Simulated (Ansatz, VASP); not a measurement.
# Cross-check of SiGe between VASP and Ansatz, part 2 of 2

Aim: how closely do two programs agree when they are given the same cell, functional and k mesh? The cell is generated by rule, not measured, and may not be a known phase. Of the first pair: The two relaxations start from unlike cells of this crystal (the structure described is Ansatz's start), so only their ends are compared.

VASP 6.6.1 and Ansatz 0.2.0.

So far: Starting point; VASP: relaxation of cell and atoms, PBEsol, pair 1; Ansatz: relaxation of cell and atoms, PBEsol, pair 1; Comparison.

## (5) Ansatz: relaxation of cell and atoms, PBEsol, pair 2

Level of this step: Ansatz beside VASP: Kohn-Sham DFT, plane waves, PBEsol (Ansatz).

The relaxed volume is the usual yardstick between codes: in a stiff, nearly cubic crystal its relative difference is about their pressure difference at one cell divided by the bulk modulus. This pair takes another cell of the material, with 4 atoms against 2 for the pair before.

The cell is taken from a series of runs on this material, whose earlier steps may have relaxed, scaled, displaced or heated it; both programs get it as it stands.

The input, input.yaml:

```yaml
crystal:
  lattice:
    - [5.1074967512, 0.0, 0.0]
    - [0.0, 5.1074967512, 0.0]
    - [0.0, 0.0, 2.6385861941]
  atoms:
    - { symbol: Si, position: [0.5, 0.5, 0.0] }
    - { symbol: Si, position: [0.0, 0.0, 0.0] }
    - { symbol: Ge, position: [0.0, 0.5, 0.1126394266] }
    - { symbol: Ge, position: [0.5, 0.0, 0.8873605734] }
kpoints:
  mp_grid: { grid: [8, 8, 14] }
hamiltonian:
  xc: pbesol
scf:
  occupations: { method: methfessel_paxton, width: 0.15 }
output:
  forces: true
  stress: true
  eigenvalues: true
relax:
  adjacent_minimum: "off"
  f_tol: 0.001
  max_steps: 60
  cell: { stress_tol: 0.01 }
```

Command:

```
$ ansatz run input.yaml --threads 4 --pin off --max-ram 7168MiB --backend cpu --events-out ev --progress --plain --runs-dir out
```

Numbers of over 12 decimals in the logs are rounded to 6 here.

Log:

```text
[...]
Crystal: 4 atoms, lattice volume = 68.832 Å³
Basis set: ecut = 420 eV, 1337 PW (Γ), exchange–correlation on 72×72×36 points (8 copies of the dense FFT grid, shifted against one another)
Bands: 22, of which v1, the nominal top of the filled ones, is band 18 counted from 1 (17 counted from 0)
Symmetry: 16 space group operations
[...]
k-points: 120 of 896
[...]
--- Relaxed structure (10 steps of the walk, 10 accepted, 1 SCFs on fresh bases) ---
[...]
cell:  # Å, volume = 69.3894 Å³
    - [5.177095, 0, 0.0]
    - [0, 5.177095, 0.0]
    - [0.0, 0.0, 2.588934]
  atoms:
    - { symbol: Si, position: [0.500000, 0.500000, -7.396248471388545e-19] }
    - { symbol: Si, position: [0, 0, -7.396248471388553e-19] }
    - { symbol: Ge, position: [0, 0.500000, 0.00833357] }
    - { symbol: Ge, position: [0.500000, 0, 0.991666] }
[key lines of the parts left out:]
SCF converged after 7 iterations
Free energy (F): -9748.937264 eV
Fermi energy:    9.890377 eV
P = ⅓ Tr σ = 0.0030 GPa (0.030 kbar)
```

## (6) VASP: relaxation of cell and atoms, PBEsol, pair 2

The same cell, functional, mesh and smearing now go to VASP, with its own data sets.

The input, INCAR:

```
SYSTEM = SiGe
PREC = Accurate
ENCUT = 500
EDIFF = 1E-07
NELM = 120
ISMEAR = 1
SIGMA = 0.15
LREAL = .FALSE.
ALGO = Normal
GGA = PS
NBANDS = 24
LORBIT = 11
LWAVE = .FALSE.
LCHARG = .FALSE.
ISIF = 3
IBRION = 2
NSW = 80
EDIFFG = -0.005
LASPH = .TRUE.
GGA_COMPAT = .FALSE.
NELMIN = 4
KPAR = 2
```

The input, POSCAR:

```
SiGe
1.0
    5.1074970000      0.0000000000      0.0000000000
    0.0000000000      5.1074970000      0.0000000000
    0.0000000000      0.0000000000      2.6385860000
Si Ge
2 2
Direct
    0.4999999021      0.4999999021      0.0000000000
    0.0000000000      0.0000000000      0.0000000000
    0.0000000000      0.4999999021      0.1126394971
    0.4999999021      0.0000000000      0.8873605029
```

The input, KPOINTS:

```
Automatic mesh
0
Gamma
8 8 14
0 0 0
```

Potentials, in the order of the species: Si and Ge_d (PBE family, release 64).

Command:

```
$ mpirun -np 2 vasp_std
```

Log:

```text
[banner, memory and clock lines left out]
running    2 mpi-ranks, on    1 nodes
[...]
[... a notice as in an earlier step ...]

 LDA part: xc-table for (Slater+PW92), standard interpolation
 POSCAR, INCAR and KPOINTS ok, starting setup
[...]
entering main loop
       N       E                     dE             d eps       ncg     rms          rms(c)
DAV:   1     0.248644239401E+03    0.24864E+03   -0.17446E+04  6672   0.340E+03
DAV:   2     0.179090613495E+02   -0.23074E+03   -0.22490E+03  5880   0.689E+02
DAV:   3    -0.190877617110E+02   -0.36997E+02   -0.36631E+02  7176   0.154E+02
DAV:   4    -0.203351175445E+02   -0.12474E+01   -0.12453E+01  6784   0.317E+01
[...]
DAV:  11    -0.202888926358E+02    0.56270E-06   -0.18236E-06  7744   0.164E-02    0.183E-03
DAV:  12    -0.202888924511E+02    0.18463E-06   -0.20427E-07  5344   0.482E-03    0.746E-04
DAV:  13    -0.202888923877E+02    0.63413E-07   -0.51747E-08  4312   0.380E-03
   1 F= -.20288892E+02 E0= -.20289241E+02  d E =-.202889E+02
[... from here on, the cycles between the ionic steps are left out ...]
   2 F= -.20309632E+02 E0= -.20308670E+02  d E =-.207395E-01
   3 F= -.20309685E+02 E0= -.20308723E+02  d E =-.207927E-01
  41 F= -.20321355E+02 E0= -.20321453E+02  d E =-.213482E-05
  42 F= -.20321361E+02 E0= -.20321463E+02  d E =-.834862E-05
  43 F= -.20321373E+02 E0= -.20321482E+02  d E =-.205131E-04
  44 F= -.20321397E+02 E0= -.20321518E+02  d E =-.436441E-04
  45 F= -.20321438E+02 E0= -.20321584E+02  d E =-.852783E-04
  46 F= -.20321504E+02 E0= -.20321697E+02  d E =-.151480E-03
  47 F= -.20321532E+02 E0= -.20321800E+02  d E =-.178838E-03
  48 F= -.20321603E+02 E0= -.20321878E+02  d E =-.712203E-04
  49 F= -.20321637E+02 E0= -.20321920E+02  d E =-.105738E-03
  50 F= -.20321638E+02 E0= -.20321920E+02  d E =-.106455E-03
  51 F= -.20321638E+02 E0= -.20321920E+02  d E =-.106182E-03
  52 F= -.20321646E+02 E0= -.20321923E+02  d E =-.796830E-05
 trial-energy change:   -0.000008  1 .order   -0.000008   -0.000011   -0.000005
 step:   0.7796(harm=  0.7796)  dis= 0.00145  next Energy=   -20.321648 (dE=-0.976E-05)
 reached required accuracy - stopping structural energy minimisation
```

Parts of OUTCAR (step 6):

```text
  Total        0.0114845      0.0114845     -0.0144803      0.0000000     -0.0000000     -0.0000000
  in kB        0.2651915      0.2651915     -0.3343670      0.0000000     -0.0000000     -0.0000000
  external PRESSURE =       0.0653387 kB  Pullay stress =       0.0000000 kB

 POSITION                                       TOTAL-FORCE (eV/Angst)
 -----------------------------------------------------------------------------------
      2.58807      2.58807      0.00000         0.000000     -0.000000      0.000000
     -0.00000      0.00000      0.00000         0.000000     -0.000000      0.000000
      5.17613      2.58807      0.04425        -0.000000     -0.000000      0.000387
      2.58807     -0.00000      2.54547        -0.000000      0.000000     -0.000387
 -----------------------------------------------------------------------------------
    total drift:                                0.000280      0.000280     -0.000000

  FREE ENERGIE OF THE ION-ELECTRON SYSTEM (eV)
  ---------------------------------------------------
  free  energy   TOTEN  =       -20.3216458626 eV

  energy  without entropy=      -20.3224786394  energy(sigma->0) =      -20.32192345

[... 1 part as in an earlier step ...]

[... 3 further parts left out ...]
[key lines of the parts left out:]
E-fermi :   7.3270
```

## (7) Side by side

The two programs side by side:

| quantity | Ansatz | VASP | difference |
| --- | --- | --- | --- |
| volume (Å³) | 69.39 | 69.38 | +0.01 % |
| edge a after relaxation, in the typed setting (Å) | 5.177 | 5.176 | +0.02 % |
| edge c after relaxation, in the typed setting (Å) | 2.589 | 2.590 | -0.03 % |

## (8) VASP: relaxation of cell and atoms, PBEsol, pair 3

The relaxed volume is the usual yardstick between codes: in a stiff, nearly cubic crystal its relative difference is about their pressure difference at one cell divided by the bulk modulus. Its start cell is another than that of the pair before, and may be another structure of the material.

INCAR is that of step 6.

The input, POSCAR:

```
SiGe
1.0
   -2.6513071239      0.0000000000      0.0000000000
    0.0000000000     -3.5930440276     -3.5930440276
    0.0000000000     -3.5930440276      3.5930440276
Si Ge
2 2
Direct
    0.0000000000      0.5000000000      0.5000000000
    0.0000000000      0.0000000000      0.0000000000
    0.1403329896      0.0000000000      0.4999998438
    0.8596666980      0.4999998438      0.0000000000
```

The input, KPOINTS:

```
Automatic mesh
0
Gamma
12 8 8
0 0 0
```

Command:

```
$ mpirun -np 2 vasp_std
```

Log:

```text
[... set-up lines as in an earlier step ...]
 entering main loop
       N       E                     dE             d eps       ncg     rms          rms(c)
DAV:   1     0.249594085461E+03    0.24959E+03   -0.17383E+04  5784   0.340E+03
DAV:   2     0.179858922105E+02   -0.23161E+03   -0.22540E+03  5120   0.690E+02
DAV:   3    -0.190956337617E+02   -0.37082E+02   -0.36688E+02  6264   0.153E+02
DAV:   4    -0.203366021586E+02   -0.12410E+01   -0.12394E+01  6016   0.317E+01
[...]
DAV:  11    -0.202858357389E+02    0.46308E-06   -0.19877E-06  6928   0.182E-02    0.229E-03
DAV:  12    -0.202858355641E+02    0.17481E-06   -0.22276E-07  4480   0.545E-03    0.873E-04
DAV:  13    -0.202858355116E+02    0.52431E-07   -0.69351E-08  3784   0.431E-03
   1 F= -.20285836E+02 E0= -.20285107E+02  d E =-.202858E+02
[... from here on, the cycles between the ionic steps are left out ...]
   2 F= -.20285892E+02 E0= -.20285163E+02  d E =-.565804E-04
   3 F= -.20285896E+02 E0= -.20285167E+02  d E =-.605136E-04
   4 F= -.20285895E+02 E0= -.20285166E+02  d E =-.597431E-04
   5 F= -.20285896E+02 E0= -.20285167E+02  d E =-.602673E-04
   6 F= -.20285896E+02 E0= -.20285167E+02  d E =-.601240E-04
   7 F= -.20285901E+02 E0= -.20285167E+02  d E =-.545665E-05
 trial-energy change:   -0.000005  1 .order   -0.000003   -0.000010    0.000005
 step:   0.8152(harm=  0.6713)  dis= 0.00022  next Energy=   -20.285901 (dE=-0.582E-05)
 reached required accuracy - stopping structural energy minimisation
```

OUTCAR, selected parts (step 8):

```text
  Total        0.0134701      0.0198482      0.0198482      0.0000000      0.0000000     -0.0000000
  in kB        0.3148545      0.4639371      0.4639371      0.0000000      0.0000000     -0.0000000
  external PRESSURE =       0.4142429 kB  Pullay stress =       0.0000000 kB

 POSITION                                       TOTAL-FORCE (eV/Angst)
 -----------------------------------------------------------------------------------
     -2.65086     -3.59566      0.00000         0.000000      0.000000      0.000000
     -0.00000     -3.59566     -3.59566        -0.000000     -0.000000      0.000000
     -0.37168     -1.79783      1.79783         0.004755      0.000000     -0.000000
     -2.27918     -1.79783     -1.79783        -0.004755     -0.000000      0.000000
 -----------------------------------------------------------------------------------
    total drift:                               -0.000384     -0.000686      0.000000

  FREE ENERGIE OF THE ION-ELECTRON SYSTEM (eV)
  ---------------------------------------------------
  free  energy   TOTEN  =       -20.2859010923 eV

  energy  without entropy=      -20.2836991232  energy(sigma->0) =      -20.28516710

[... 1 part as in an earlier step ...]

[... 3 further parts left out ...]
[key lines of the parts left out:]
E-fermi :   7.5158
```

## (9) Ansatz: relaxation of cell and atoms, PBEsol, pair 3

Its own start cell and the same functional, mesh and smearing now go to Ansatz, which takes its cutoff from its data sets.

The two relaxations start from unlike cells of this crystal (the structure described is Ansatz's start), so only their ends are compared.

The input, input.yaml:

```yaml
crystal:
  lattice:
    - [-3.2009885226, 0.0, 0.0]
    - [0.0, -3.2009885226, -3.2009885226]
    - [0.0, -3.2009885226, 3.2009885226]
  atoms:
    - { symbol: Si, position: [0.0, 0.5, 0.5] }
    - { symbol: Si, position: [0.0, 0.0, 0.0] }
    - { symbol: Ge, position: [0.3594184275, 0.0, 0.5] }
    - { symbol: Ge, position: [0.6405815725, 0.5, 0.0] }
kpoints:
  mp_grid: { grid: [12, 8, 8] }
hamiltonian:
  xc: pbesol
scf:
  occupations: { method: methfessel_paxton, width: 0.15 }
output:
  forces: true
  stress: true
  eigenvalues: true
  write_density: true
  write_potential: true
  elf: true
  volumetric_format: npy
relax:
  adjacent_minimum: "off"
  f_tol: 0.002
  max_steps: 120
  cell: { stress_tol: 0.03 }
```

Command:

```
$ ansatz run input.yaml --threads 4 --pin off --max-ram 7168MiB --backend cpu --events-out ev --progress --plain --runs-dir out
```

Log:

```text
[...]
Crystal: 4 atoms, lattice volume = 65.597 Å³
Basis set: ecut = 420 eV, 1275 PW (Γ), exchange–correlation on 48×64×64 points (8 copies of the dense FFT grid, shifted against one another)
Bands: 22, of which v1, the nominal top of the filled ones, is band 18 counted from 1 (17 counted from 0)
Symmetry: 16 space group operations
[...]
k-points: 105 of 768
[...]
--- Relaxed structure (17 steps of the walk, 16 accepted, 2 SCFs on fresh bases) ---
[...]
cell:  # Å, volume = 68.8315 Å³
    - [-2.638586, 0, 0]
    - [0, -3.611546, -3.611546]
    - [0, -3.611546, 3.611546]
  atoms:
    - { symbol: Si, position: [2.811280942775879e-18, 0.500000, 0.500000] }
    - { symbol: Si, position: [2.8112809427758796e-18, 0, 0] }
    - { symbol: Ge, position: [0.112639, 0.0, 0.500000] }
    - { symbol: Ge, position: [0.887361, 0.500000, 0.0] }
[key lines of the parts left out:]
SCF converged after 6 iterations
Free energy (F): -9748.901533 eV
Fermi energy:    10.025377 eV
P = ⅓ Tr σ = 0.0025 GPa (0.025 kbar)
```

## (10) Side by side

The two programs side by side:

| quantity | Ansatz | VASP | difference |
| --- | --- | --- | --- |
| volume (Å³) | 68.83 | 68.54 | +0.42 % |
| edge a after relaxation, in the typed setting (Å) | 2.639 | 2.651 | -0.46 % |
| edge b after relaxation, in the typed setting (Å) | 5.107 | 5.085 | +0.44 % |

## (11) Outcome

```json
{
 "difference in volume (relaxation of cell and atoms, PBEsol, pair 1)": "-0.55 %",
 "difference in edge c after relaxation, in the typed setting (relaxation of cell and atoms, PBEsol, pair 2)": "-0.031 %",
 "difference in edge a after relaxation, in the typed setting (relaxation of cell and atoms, PBEsol, pair 3)": "-0.46 %"
}
```

**Reading.** The difference in volume is -0.55 % (relaxation of cell and atoms, PBEsol, pair 1), within the 1.2 % picked in this series as the mark of a large difference, as far as the stopping tolerances let one tell. 4 further runs of this series are not shown here. Such differences can come from data sets, numerical settings and the points named under the comparisons, not from the functional's error against experiment.

[Lines on the potential files, build, host, timing and source positions are cut from VASP's logs without a mark.]

[Logs are printed without paths, hosts, clocks, repeated set-up lines and the standing remarks that a program may print on its own settings, such as how far it seeks lower states.]

[Hosts, paths, dates, database ids (printed as entryN), source tags and the programs' standing remarks are cut or masked in the printed files.]
